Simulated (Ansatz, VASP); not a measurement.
**Cross-check of H4C5 (C wire along [100], 25 atoms a period, H-terminated) between VASP and Ansatz**

One calculation is typed for both programs; each brings its own data sets. How far apart do they land? The cell is taken from a series of runs on this material, whose earlier steps may have relaxed, scaled, displaced or heated it; both programs get it as it stands.

Program: Ansatz 0.2.0. Level of theory: plane waves, with VASP 6.6.1 beside it; single point at PBE and single point at r2SCAN. Results are calculated unless marked as measured.

**1. The structure**

The cell holds 45 atoms: 25 C and 20 H. Cell: a = 15.233 Å, b = 15.233 Å, c = 3.671 Å, α = 90.0°, β = 90.0°, γ = 90.0°. Vacuum lies along a and b. The structure's axis is c.

**2. Ansatz: single point, PBE**

Ansatz runs on its PAW soft_1 files.

A single point gives forces, pressure and levels at one fixed geometry, so differences don't come from the geometry; what else differs is listed under the comparison.

input.yaml reads:

```yaml
crystal:
  lattice:
    - [15.233, 0.0, 0.0]
    - [0.0, 15.233, 0.0]
    - [0.0, 0.0, 3.6705897151]
  atoms:
    - { symbol: C, position: [0.324884352, 0.55734817, 0.006420124] }
    - { symbol: C, position: [0.441033558, 0.441033558, 0.998179078] }
    - { symbol: C, position: [0.442669201, 0.675133019, 0.006420124] }
    - { symbol: C, position: [0.55734817, 0.324884352, 0.006420124] }
    - { symbol: C, position: [0.558983813, 0.558983813, 0.998179078] }
    - { symbol: C, position: [0.675133019, 0.442669201, 0.006420124] }
    - { symbol: H, position: [0.223134458, 0.458259073, 0.085769974] }
    - { symbol: H, position: [0.34099565, 0.34099565, 0.096793088] }
    - { symbol: H, position: [0.458259073, 0.223134458, 0.085769974] }
    - { symbol: H, position: [0.541758298, 0.776882912, 0.085769974] }
    - { symbol: H, position: [0.65902172, 0.65902172, 0.096793088] }
    - { symbol: H, position: [0.776882912, 0.541758298, 0.085769974] }
    - { symbol: C, position: [0.266804158, 0.500008685, 0.25] }
    - { symbol: C, position: [0.384169708, 0.384169708, 0.25719459] }
    - { symbol: C, position: [0.384169708, 0.615847662, 0.24280541] }
    - { symbol: C, position: [0.500008685, 0.266804158, 0.25] }
    - { symbol: C, position: [0.500008685, 0.500008685, 0.25] }
    - { symbol: C, position: [0.500008685, 0.733213212, 0.25] }
    - { symbol: C, position: [0.615847662, 0.384169708, 0.24280541] }
    - { symbol: C, position: [0.615847662, 0.615847662, 0.25719459] }
    - { symbol: C, position: [0.733213212, 0.500008685, 0.25] }
    - { symbol: H, position: [0.223134458, 0.541758298, 0.414230026] }
    - { symbol: H, position: [0.34099565, 0.65902172, 0.403206912] }
    - { symbol: H, position: [0.458259073, 0.776882912, 0.414230026] }
    - { symbol: H, position: [0.541758298, 0.223134458, 0.414230026] }
    - { symbol: H, position: [0.65902172, 0.34099565, 0.403206912] }
    - { symbol: H, position: [0.776882912, 0.458259073, 0.414230026] }
    - { symbol: C, position: [0.324884352, 0.442669201, 0.493579876] }
    - { symbol: C, position: [0.442669201, 0.324884352, 0.493579876] }
    - { symbol: C, position: [0.441033558, 0.558983813, 0.501820922] }
    - { symbol: C, position: [0.558983813, 0.441033558, 0.501820922] }
    - { symbol: C, position: [0.55734817, 0.675133019, 0.493579876] }
    - { symbol: C, position: [0.675133019, 0.55734817, 0.493579876] }
    - { symbol: H, position: [0.282452981, 0.399107961, 0.654861953] }
    - { symbol: H, position: [0.399107961, 0.282452981, 0.654861953] }
    - { symbol: H, position: [0.60090941, 0.717564389, 0.654861953] }
    - { symbol: H, position: [0.717564389, 0.60090941, 0.654861953] }
    - { symbol: C, position: [0.381898626, 0.500008685, 0.75] }
    - { symbol: C, position: [0.500008685, 0.381898626, 0.75] }
    - { symbol: C, position: [0.500008685, 0.618118744, 0.75] }
    - { symbol: C, position: [0.618118744, 0.500008685, 0.75] }
    - { symbol: H, position: [0.282452981, 0.60090941, 0.845138047] }
    - { symbol: H, position: [0.399107961, 0.717564389, 0.845138047] }
    - { symbol: H, position: [0.60090941, 0.282452981, 0.845138047] }
    - { symbol: H, position: [0.717564389, 0.399107961, 0.845138047] }
kpoints:
  mp_grid: { grid: [1, 1, 22] }
  band_path: { path: ["Γ", Z], npoints: 90 }
scf:
  occupations: { method: fermi_dirac, width: 0.05 }
hamiltonian:
  xc: pbe
  pseudopotentials: { kind: paw, azcp: { folder: soft_1 } }
output:
  dos: { e_range: [-5, 4] }
  write_potential: true
  write_density: true
  volumetric_format: npy
```

On the command line:

```bash
> ansatz run input.yaml --threads 4 --pin off --max-ram 16384MiB --backend cpu --events-out ev --progress --plain --runs-dir out
```

Numbers of over 12 decimals in the logs are rounded to 6 here.

The program printed:

```text
Engine: ansatz 0.2.0, aarch64-unknown-linux-gnu
Pseudopotentials: kind: paw
Pseudopotential: C, paw, valence charge 4, recommended cutoff 420 eV (normal), soft_1/C.paw.azcp
Pseudopotential: H, paw, valence charge 1, recommended cutoff 420 eV (normal), soft_1/H.paw.azcp
Functional definition: PBE
  parameter kappa = 0.804
  parameter beta = 0.066725
  exchange = pbe_x(kappa = kappa, mu = beta*pi^2/3)
  correlation = pbe_c(beta = beta)
Crystal: 45 atoms, lattice volume = 851.739 Å³
Basis set: ecut = 420 eV, 16613 PW (Γ)
Bands: 105, of which v1, the nominal top of the filled ones, is band 60 counted from 1 (59 counted from 0)
Symmetry: 8 space group operations
Space group: P-42m (ITA 111), of the structure as read, at distance tolerance 9.5e-5 Å
k-points: 12 of 22
Non-local potential: C, projectors of the file, l = 0: 2, l = 1: 2, l = 2: 1
Non-local potential: H, projectors of the file, l = 0: 2, l = 1: 1
PAW form: soft (Blöchl's): semilocal exchange-correlation on the pseudo side does not see the compensation charge
PAW one-centre angular grid: C, 110 points (default); XC on 64 Gauss nodes
PAW one-centre angular grid: H, 110 points (default); XC on 64 Gauss nodes
Initial density: superposition of atomic densities (neutral atoms: chi_scale 0, normalization atom)
Initial wavefunctions: pseudopotential atomic-orbital guess
Functional: x = pbe(κ = 0.804, μ = 0.219515), c = pbe(β = 0.066725)
SCF iter   1: F=—  HF=-6612.389178 eV  |F-HF|=—  |Δ(HF+E_count)|=         —  Δρ=7.74e-2  dr2=5.57e1  ethr=3.10e-3  ⟨swp⟩=8.0  Hψ=6994  notcnv=0  defer=137
preconditioner: auto → Resta (q_TF=auto, 1.968 Å⁻¹)  ε∞=1.7  [insulator: Δε(μ)=6.645 eV  Ē_g=17.067 eV  σ=0.050 eV  W_gap=1.00  n_scr=110 (ndim 8)  ℏωp=13.9 eV  f_vac=0.608  D(μ)=0.00/eV (n_scr^D=0)  ε∞_Penn≈1.7  vacuum switching on, ρ_ref=2.1e-2 e/Å³]
SCF iter   2: F=—  HF=-6594.869863 eV  |F-HF|=—  |Δ(HF+E_count)|=    1.75e1  Δρ=3.49e-2  dr2=6.73e0  ethr=3.10e-3  ⟨swp⟩=4.0  Hψ=2727  notcnv=0  defer=474
SCF iter   3: F=—  HF=-6593.010760 eV  |F-HF|=—  |Δ(HF+E_count)|=    1.86e0  Δρ=8.78e-3  dr2=6.26e-1  ethr=3.10e-3  ⟨swp⟩=3.0  Hψ=1386  notcnv=0  defer=474
SCF iter   4: F=—  HF=-6592.915070 eV  |F-HF|=—  |Δ(HF+E_count)|=   9.57e-2  Δρ=2.17e-3  dr2=7.81e-2  ethr=5.22e-4  ⟨swp⟩=4.3  Hψ=2328  notcnv=0  defer=454
SCF iter   5: F=—  HF=-6592.904388 eV  |F-HF|=—  |Δ(HF+E_count)|=   1.07e-2  Δρ=8.05e-4  dr2=3.99e-3  ethr=6.51e-5  ⟨swp⟩=2.0  Hψ=1351  notcnv=0  defer=454
SCF iter   6: F=—  HF=-6592.906398 eV  |F-HF|=—  |Δ(HF+E_count)|=   2.01e-3  Δρ=2.28e-4  dr2=2.05e-4  ethr=3.32e-6  ⟨swp⟩=2.1  Hψ=1390  notcnv=0  defer=454
SCF iter   7: F=—  HF=-6592.906725 eV  |F-HF|=—  |Δ(HF+E_count)|=   3.27e-4  Δρ=5.24e-5  dr2=2.27e-5  ethr=1.71e-7  ⟨swp⟩=2.0  Hψ=1526  notcnv=0  defer=454
SCF iter   8: F=—  HF=-6592.906766 eV  |F-HF|=—  |Δ(HF+E_count)|=   4.10e-5  Δρ=1.20e-5  dr2=9.36e-7  ethr=1.89e-8  ⟨swp⟩=2.1  Hψ=1881  notcnv=0  defer=454
SCF iter   9: F=-6592.906767 eV  HF=-6592.906767 eV  |F-HF|=1.74e-8  |Δ(HF+E_count)|=   6.90e-7  Δρ=2.09e-6  dr2=4.83e-8  ethr=8.33e-11  ⟨swp⟩=25.8  Hψ=11653  notcnv=0
SCF 1 converged in 9 iterations: F = -6592.906767 eV  dr2 = 4.83e-8
  greatest PAW one-centre occupation: 0.653 electrons in one spin orbital (limit 2), on the C atom at site 20 (counted from 0), in its partial waves of l = 0
NSCF: frozen V_eff on 91 k-points
WARN: The output density's exchange-correlation potential varies sharply where the density is thin. Do not read a vacuum level from v_tot or v_xc, or from such a field of the output density. On a cell that repeats whose density bears no net charge and no dipole along the vacuum's axis use v_es (v_loc + v_h of the components); under efield.dipole_correction with no amplitude use v_es + v_field, which holds any externa [...]
SCF converged after 9 iterations
Free energy (F): -6592.906767 eV
Harris-Foulkes:  -6592.906767 eV  (|F-HF|=1.74e-8)
Internal energy: -6592.906767 eV  (E = F + TS)
E sigma→0 (E₀):  -6592.906767 eV
Fermi energy:    0.370055 eV
--- Per-component energies (eV) ---
  E_band       = -1027.089557
  E_kinetic    = 2511.903170
  E_local      = -46202.089179  (includes V_loc(G=0)·N_el)
  E_nonlocal   = 586.290766
  E_hartree    = 21992.271130
  E_xc         = -1368.251730
  E_vxc        = -1698.220604  (∫ρ·V_xc dr)
  E_paw        = -2512.682681  (= ΣΔE_a)
  E_vpaw       = -209.467223  (= ΣTr[D̂ρ^β])
  E_aug_tail   = -0.021761  (compensation charges beyond the density's cutoff)
  E_ewald      = 18399.673517
  E_smearing   = -0.000000  (= −TS)
  E_closure    = 0.000000  (closes the sum)
  Σ components = -6592.906767   (vs F -6592.906767, Δ=0.00e0)
--- Band table (eV; the first three rows and the last of 12) ---
  k-point 0: bands = [... 56 lower, -2.2868, -2.2437, -1.2474, -1.2474, 1.9679, 2.5342, 2.5342, 2.5412, ... 41 higher]
  k-point 1: bands = [... 56 lower, -2.3031, -2.1971, -1.2941, -1.2941, 1.9935, 2.5574, 2.5574, 2.5655, ... 41 higher]
  k-point 2: bands = [... 56 lower, -2.3510, -2.0873, -1.4274, -1.4274, 2.0687, 2.6259, 2.6259, 2.6371, ... 41 higher]
  k-point 11: bands = [... 56 lower, -3.4024, -3.3519, -2.9428, -2.9428, 4.2465, 4.6468, 4.7282, 4.7401, ... 41 higher]
```

Reading the cycles: dr2 is the Hartree energy of the density residual (eV), the measure of convergence; HF is the Harris–Foulkes estimate of the energy, which meets the free energy F at convergence.

**3. VASP: single point, PBE**

The same cell, functional, mesh and smearing now go to VASP, with its own data sets.

Lines of VASP's logs that name or quote its potential files are left out, and so is its time.

INCAR reads:

```
SYSTEM = H4C5
PREC = Accurate
ENCUT = 520
EDIFF = 1E-06
NELM = 120
ISMEAR = -1
SIGMA = 0.05
LREAL = Auto
ALGO = Normal
GGA = PE
NBANDS = 96
LORBIT = 11
LWAVE = .FALSE.
LCHARG = .FALSE.
ISIF = 2
LASPH = .TRUE.
GGA_COMPAT = .FALSE.
EFERMI = MIDGAP
KPAR = 8
```

POSCAR reads:

```
H4C5
1.0
   15.2330000000      0.0000000000      0.0000000000
    0.0000000000     15.2330000000      0.0000000000
    0.0000000000      0.0000000000      3.6705897151
C H
25 20
Direct
    0.3248843515      0.5573481695      0.0064201240
    0.4410335575      0.4410335575      0.9981790780
    0.4426692005      0.6751330185      0.0064201240
    0.5573481695      0.3248843515      0.0064201240
    0.5589838125      0.5589838125      0.9981790780
    0.6751330185      0.4426692005      0.0064201240
    0.2668041580      0.5000086850      0.2500000000
    0.3841697080      0.3841697080      0.2571945900
    0.3841697080      0.6158476620      0.2428054100
    0.5000086850      0.2668041580      0.2500000000
    0.5000086850      0.5000086850      0.2500000000
    0.5000086850      0.7332132120      0.2500000000
    0.6158476620      0.3841697080      0.2428054100
    0.6158476620      0.6158476620      0.2571945900
    0.7332132120      0.5000086850      0.2500000000
    0.3248843515      0.4426692005      0.4935798760
    0.4426692005      0.3248843515      0.4935798760
    0.4410335575      0.5589838125      0.5018209220
    0.5589838125      0.4410335575      0.5018209220
    0.5573481695      0.6751330185      0.4935798760
    0.6751330185      0.5573481695      0.4935798760
    0.3818986260      0.5000086850      0.7500000000
    0.5000086850      0.3818986260      0.7500000000
    0.5000086850      0.6181187440      0.7500000000
    0.6181187440      0.5000086850      0.7500000000
    0.2231344580      0.4582590725      0.0857699740
    0.3409956500      0.3409956500      0.0967930880
    0.4582590725      0.2231344580      0.0857699740
    0.5417582975      0.7768829120      0.0857699740
    0.6590217200      0.6590217200      0.0967930880
    0.7768829120      0.5417582975      0.0857699740
    0.2231344580      0.5417582975      0.4142300260
    0.3409956500      0.6590217200      0.4032069120
    0.4582590725      0.7768829120      0.4142300260
    0.5417582975      0.2231344580      0.4142300260
    0.6590217200      0.3409956500      0.4032069120
    0.7768829120      0.4582590725      0.4142300260
    0.2824529810      0.3991079605      0.6548619530
    0.3991079605      0.2824529810      0.6548619530
    0.6009094095      0.7175643890      0.6548619530
    0.7175643890      0.6009094095      0.6548619530
    0.2824529810      0.6009094095      0.8451380470
    0.3991079605      0.7175643890      0.8451380470
    0.6009094095      0.2824529810      0.8451380470
    0.7175643890      0.3991079605      0.8451380470
```

KPOINTS reads:

```
Automatic mesh
0
Gamma
1 1 22
0 0 0
```

PAW data sets: C and H (PBE family, release 64).

On the command line:

```bash
> mpirun -np 8 vasp_std
```

The program printed:

```text
[banner, memory and clock lines left out]
running    8 mpi-ranks, on    1 nodes
[...]
|                                                                             |
|           W    W    AA    RRRRR   N    N  II  N    N   GGGG   !!!           |
|           W    W   A  A   R    R  NN   N  II  NN   N  G    G  !!!           |
|           W    W  A    A  R    R  N N  N  II  N N  N  G       !!!           |
|           W WW W  AAAAAA  RRRRR   N  N N  II  N  N N  G  GGG   !            |
|           WW  WW  A    A  R   R   N   NN  II  N   NN  G    G                |
|           W    W  A    A  R    R  N    N  II  N    N   GGGG   !!!           |
|                                                                             |
|     For optimal performance we recommend to set                             |
|       NCORE = 2 up to number-of-cores-per-socket                            |
|     NCORE specifies how many cores store one orbital (NPAR=cpu/NCORE).      |
|     This setting can greatly improve the performance of VASP for DFT.       |
|     The default, NCORE=1 might be grossly inefficient on modern             |
|     multi-core architectures or massively parallel machines. Do your        |
|     Unfortunately you need to use the default for GW and RPA                |
|     calculations (for HF NCORE is supported but not extensively tested      |
|     yet).                                                                   |
|                                                                             |

 LDA part: xc-table for (Slater+PW92), standard interpolation
 POSCAR, INCAR and KPOINTS ok, starting setup
[...]
entering main loop
       N       E                     dE             d eps       ncg     rms          rms(c)
DAV:   1     0.863152515599E+03    0.86315E+03   -0.47778E+04  2336   0.999E+02
DAV:   2    -0.184714605055E+03   -0.10479E+04   -0.98938E+03  3336   0.245E+02
DAV:   3    -0.317394016021E+03   -0.13268E+03   -0.13177E+03  3000   0.883E+01
DAV:   4    -0.321217705864E+03   -0.38237E+01   -0.38117E+01  3208   0.178E+01
[...]
DAV:  24    -0.300298003132E+03   -0.22981E-05   -0.20579E-07  2112   0.130E-03    0.576E-04
DAV:  25    -0.300298004460E+03   -0.13283E-05   -0.74849E-08  2008   0.790E-04    0.218E-04
DAV:  26    -0.300298004911E+03   -0.45088E-06   -0.29155E-08  2048   0.495E-04
   1 F= -.30029800E+03 E0= -.30029800E+03  d E =-.101829E-13
```

OUTCAR, selected parts (step 3):

```text
  Total        0.1971094      0.1971094      0.2416941      0.0000000      0.0000000      0.0000000
  in kB        0.3707756      0.3707756      0.4546424      0.0000000      0.0000000      0.0000000
  external PRESSURE =       0.3987312 kB  Pullay stress =       0.0000000 kB

 POSITION                                       TOTAL-FORCE (eV/Angst)
 -----------------------------------------------------------------------------------
      4.94896      8.49008      0.02357        -0.000916      0.004324     -0.003422
      6.71826      6.71826      3.66391         0.006888      0.006888     -0.004490
      6.74318     10.28430      0.02357        -0.004324      0.000916     -0.003422
      8.49008      4.94896      0.02357         0.004324     -0.000916     -0.003422
      8.51500      8.51500      3.66391        -0.006888     -0.006888     -0.004490
     10.28430      6.74318      0.02357         0.000916     -0.004324     -0.003422
      4.06423      7.61663      0.91765        -0.001734     -0.000000     -0.000000
      5.85206      5.85206      0.94406        -0.001522     -0.001522     -0.003615
      5.85206      9.38121      0.89124        -0.001522      0.001522      0.003615
      7.61663      4.06423      0.91765        -0.000000     -0.001734     -0.000000
      7.61663      7.61663      0.91765        -0.000000     -0.000000      0.000000
      7.61663     11.16904      0.91765        -0.000000      0.001734     -0.000000
      9.38121      5.85206      0.89124         0.001522     -0.001522      0.003615
      9.38121      9.38121      0.94406         0.001522      0.001522     -0.003615
[...]
-----------------------------------------------------------------------------------
    total drift:                                0.000001      0.000001     -0.000000

  FREE ENERGIE OF THE ION-ELECTRON SYSTEM (eV)
  ---------------------------------------------------
  free  energy   TOTEN  =      -300.2980049107 eV

  energy  without entropy=     -300.2980049107  energy(sigma->0) =     -300.29800491

[... 3 further parts left out ...]
[key lines of the parts left out:]
E-fermi :  -0.2980
```

**4. Differences**

Known differences besides the potentials themselves: the cutoff is 420 eV in Ansatz and 520 eV in VASP (PREC = Accurate, projectors in real space). Total energies have different zeros and are not compared.

Both answers:

| quantity | Ansatz | VASP | difference |
| --- | --- | --- | --- |
| gap on the k mesh (eV) | 3.215 | 3.215 | 0.000 |

A gap on the mesh is an upper bound, since the band edges may lie between its points.

[end of part 1 of 2]

[Lines on the potential files, build, host, timing and source positions are cut from VASP's logs without a mark.]

[Logs are printed without paths, hosts, clocks, repeated set-up lines and the standing remarks that a program may print on its own settings, such as how far it seeks lower states.]

[Hosts, paths, dates, database ids (printed as entryN), source tags and the programs' standing remarks are cut or masked in the printed files.]
